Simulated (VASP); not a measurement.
An input for Ansatz (written as the equivalent of a VASP run, and not itself run):

Ansatz 0.2 input:
```yaml
crystal:
  lattice:
    - [3.2914305, -1.8441131, -0.0983606]
    - [3.2914305, 1.8441131, -0.0983606]
    - [2.3494222, 0.0000000, 2.9536682]
  atoms:
    - { symbol: As, position: [0.2365174, 0.2365174, 0.2365174] }
    - { symbol: As, position: [0.7634826, 0.7634826, 0.7634826] }
kpoints:
  mp_grid: { grid: [12, 12, 12] }
hamiltonian:
  xc: pbesol
  pseudopotentials: { kind: paw }
scf:
  occupations: { method: methfessel_paxton, width: 0.1 }
  max_iter: 100
relax:
  max_steps: 40
  f_tol: 0.02
  cell: { p_target: 20 }
output: { forces: true, stress: true, eigenvalues: true }
```

Question: Write the VASP files for the same calculation (PBEsol).

Answer: This is not unique; one that fits is 
### INCAR
```
SYSTEM=As
PREC=Accurate; ENCUT=500; LREAL=.FALSE.
LASPH=.TRUE.
EDIFF=1E-6; NELM=100; ALGO=Normal
LMAXMIX=4
ISMEAR=1; SIGMA=0.1
GGA=PS
IBRION=2; NSW=40; ISIF=3
EDIFFG=-0.02; PSTRESS=200
LWAVE=.FALSE.; LCHARG=.FALSE.
```

### POSCAR
```
As
1
    3.2914305127    -1.8441131213    -0.0983605740
    3.2914305127     1.8441131213    -0.0983605740
    2.3494221528     0.0000000000     2.9536681686
As
2
Direct
  0.2365173976   0.2365173976   0.2365173977
  0.7634826024   0.7634826024   0.7634826023
```

KPOINTS:
```
K-points
0
Gamma
  12 12 12
```

POTCAR, in this order: As (PBE.64 set). Program: vasp_std.

The two are equivalent in intent, not identical: each code has its own PAW files, so the cut-off isn't converted (ENCUT is set for VASP's; basis.ecutwfc is left out, and Ansatz then takes the one that its files recommend); Ansatz stops its SCF on the density residual and VASP on the energy change (EDIFF).

The compound is As in the a7 structure. This run relaxes it under an external pressure of 20 GPa. Symmetry was kept, so distortions that lower it aren't found.
